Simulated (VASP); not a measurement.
Consider the following.

```xyz
2
Lattice="0.0000 1.7867 1.7867 1.7867 0.0000 1.7867 1.7867 1.7867 0.0000" Properties=species:S:1:pos:R:3 pbc="T T T"
C      0.0000     0.0000     0.0000
C      0.8934     0.8934     0.8934
```

Computed with B3LYP hybrid, VASP's PBE PAW potentials (set 64) (plane waves; VASP). Numerical set-up: 520 eV cut-off, 10×10×10 Γ-centred mesh, Gaussian smearing of 0.050 eV, potentials C.

The path is coarsely sampled, so an indirect gap can come out somewhat too large.

Question: Give the energies of bands 2 to 7 at the high-symmetry points, in eV from the valence-band maximum.

Answer: 
```json
[
 {"band": "2", "Γ": "0.00", "X": "-13.61", "U": "-12.51", "L": "-14.08", "W": "-12.83"},
 {"band": "3", "Γ": "0.00", "X": "-6.62", "U": "-9.71", "L": "-2.97", "W": "-8.67"},
 {"band": "4", "Γ": "0.00", "X": "-6.62", "U": "-5.64", "L": "-2.97", "W": "-8.67"},
 {"band": "5", "Γ": "7.42", "X": "6.65", "U": "7.60", "L": "10.48", "W": "12.71"},
 {"band": "6", "Γ": "7.42", "X": "6.65", "U": "12.86", "L": "10.48", "W": "12.71"},
 {"band": "7", "Γ": "7.42", "X": "19.21", "U": "16.68", "L": "10.78", "W": "14.52"}
]
```

The gap is indirect, 5.97 eV, from the valence maximum at Γ to the conduction minimum at Γ-X at 0.75.

The compound is C in the diamond structure. It was relaxed first. The cell's shape comes from a PBE relaxation.
